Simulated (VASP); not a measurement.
Method: PBE GGA, VASP's PBE PAW potentials (set 64) (plane waves; VASP).

VASP ran on this input.

File POSCAR:
```
Mo
1
   -1.5626521026     1.5626521026     1.5626521026
    1.5626521026    -1.5626521026     1.5626521026
    1.5626521026     1.5626521026    -1.5626521026
Mo
1
Direct
  0.0000000000   0.0000000000   0.0000000000
```

INCAR:
```
ALGO = Normal
EDIFF = 1E-6
EDIFFG = -0.02
ENCUT = 500
GGA = PE
IBRION = 2
ISIF = 3
ISMEAR = 1
LASPH = T
LCHARG = F
LMAXMIX = 4
LREAL = F
LWAVE = F
NELM = 100
NSW = 40
PREC = Accurate
PSTRESS = 100
SIGMA = 0.1
SYSTEM = Mo
```

**KPOINTS**
```
Automatic mesh
0
Gamma
16 16 16
0 0 0
```

POTCAR, in this order: Mo_sv (PBE.64 set). Program: vasp_std.

Output of the run:

OSZICAR:
```
       N       E                     dE             d eps       ncg     rms          rms(c)
DAV:   1     0.858821820814E+02    0.85882E+02   -0.81861E+03  3246   0.127E+03
DAV:   2    -0.103555301463E+02   -0.96238E+02   -0.93274E+02  3481   0.333E+02
DAV:   3    -0.115547450222E+02   -0.11992E+01   -0.11932E+01  3648   0.372E+01
DAV:   4    -0.115577431342E+02   -0.29981E-02   -0.29978E-02  3512   0.223E+00
DAV:   5    -0.115577598971E+02   -0.16763E-04   -0.16760E-04  3717   0.159E-01    0.155E+01
DAV:   6    -0.110040538827E+02    0.55371E+00   -0.97158E-01  3427   0.121E+01    0.442E+00
DAV:   7    -0.109274633731E+02    0.76591E-01   -0.20121E-01  3734   0.514E+00    0.882E-01
DAV:   8    -0.109237121812E+02    0.37512E-02   -0.39269E-03  3298   0.894E-01    0.182E-01
DAV:   9    -0.109237782991E+02   -0.66118E-04   -0.78783E-05  3832   0.123E-01    0.816E-02
DAV:  10    -0.109237860182E+02   -0.77192E-05   -0.10829E-05  3349   0.436E-02    0.665E-03
DAV:  11    -0.109237863745E+02   -0.35626E-06   -0.13726E-07  2126   0.420E-03
   1 F= -.99711299E+01 E0= -.99712962E+01  d E =-.997113E+01
```

OUTCAR:
```
------------------------ aborting loop because EDIFF is reached ----------------------------------------
  FORCE on cell =-STRESS in cart. coord.  units (eV):
  Direction    XX          YY          ZZ          XY          YZ          ZX
  --------------------------------------------------------------------------------------
  Total        0.9418425      0.9418425      0.9418425      0.0000000      0.0000000     -0.0000000
  in kB       98.8648688     98.8648688     98.8648688      0.0000000      0.0000000     -0.0000000
  external PRESSURE =      -1.1351312 kB  Pullay stress =     100.0000000 kB
  volume of cell :       15.26
      direct lattice vectors                 reciprocal lattice vectors
    -1.562652103  1.562652103  1.562652103     0.000000000  0.319968852  0.319968852
     1.562652103 -1.562652103  1.562652103     0.319968852  0.000000000  0.319968852
     1.562652103  1.562652103 -1.562652103     0.319968852  0.319968852  0.000000000
 POSITION                                       TOTAL-FORCE (eV/Angst)
 -----------------------------------------------------------------------------------
      0.00000      0.00000      0.00000         0.000000      0.000000      0.000000
 -----------------------------------------------------------------------------------
    total drift:                                0.000000     -0.000000      0.000000
  FREE ENERGIE OF THE ION-ELECTRON SYSTEM (eV)
  ---------------------------------------------------
  free  energy   TOTEN  =       -10.9237863745 eV

  energy  without entropy=      -10.9242850665  energy(sigma->0) =      -10.92395261
  enthalpy is  TOTEN    =        -9.9711299275 eV   P V=        0.9526564470

 reached required accuracy - stopping structural energy minimisation
```
(Selected blocks of OUTCAR.)

The compound is Mo in the bcc structure. It was relaxed first under an external pressure of 10 GPa.
